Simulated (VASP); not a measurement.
An input for Quantum ESPRESSO's pw.x (written as the equivalent of a VASP run, and not itself run):

```
&CONTROL
  calculation = 'scf'
  pseudo_dir = './pseudo'
  outdir = './out'
  tprnfor = .true.
  tstress = .true.
/
&SYSTEM
  ibrav = 0
  nat = 5
  ntyp = 3
  ecutwfc = 110
  occupations = 'smearing'
  smearing = 'gaussian'
  degauss = 0.003675
  input_dft = 'pbesol'
/
&ELECTRONS
  conv_thr = 7.3e-09
  electron_maxstep = 100
/
ATOMIC_SPECIES
  La 138.905 La.upf
  Ge 72.630 Ge.upf
  I 126.904 I.upf
CELL_PARAMETERS angstrom
     4.4757349   -0.0000000    0.0000000
    -2.2378674    3.8761000    0.0000000
     0.0000000    0.0000000   10.8925156
ATOMIC_POSITIONS crystal
  La   0.6666670  0.3333330  0.6529304
  La   0.3333330  0.6666670  0.3470696
  Ge   0.0000000  0.0000000  0.5000000
  I    0.3333330  0.6666670  0.8386434
  I    0.6666670  0.3333330  0.1613566
K_POINTS automatic
  6 6 2 0 0 0
```

Question: Write the VASP files for the same calculation (PBEsol).

Answer: Several could match; the one computed here: 
**POSCAR**
```
La2GeI2
1
    4.4757348849    -0.0000000000     0.0000000000
   -2.2378674425     3.8761000415     0.0000000000
    0.0000000000     0.0000000000    10.8925156349
La Ge I
2 1 2
Direct
  0.6666670000   0.3333330000   0.6529304143
  0.3333330000   0.6666670000   0.3470695857
  0.0000000000   0.0000000000   0.5000000000
  0.3333330000   0.6666670000   0.8386434251
  0.6666670000   0.3333330000   0.1613565749
```

### KPOINTS
```
Automatic mesh
0
Gamma
6 6 2
0 0 0
```

### INCAR
```
ALGO = Normal
EDIFF = 1E-7
ENCUT = 480
GGA = PS
ISIF = 2
ISMEAR = 0
LASPH = .TRUE.
LCHARG = .FALSE.
LMAXMIX = 6
LREAL = .FALSE.
LWAVE = .FALSE.
NELM = 100
PREC = Accurate
SIGMA = 0.05
SYSTEM = La2GeI2
```

POTCAR, in this order: La Ge_d I (PBE.64 set). Program: vasp_std.

The two are equivalent in intent, not identical: the potentials are each code's own (VASP's PAW set, PseudoDojo norm-conserving files in pw.x), so ENCUT and ecutwfc are chosen apart and not converted; conv_thr bounds pw.x's estimated SCF error, while EDIFF bounds the energy change between steps.

The structure comes from a computed database's La2GeI2 entry (P-3m1); how it stands against other phases isn't given here. This cell was strained or had an atom moved on purpose.
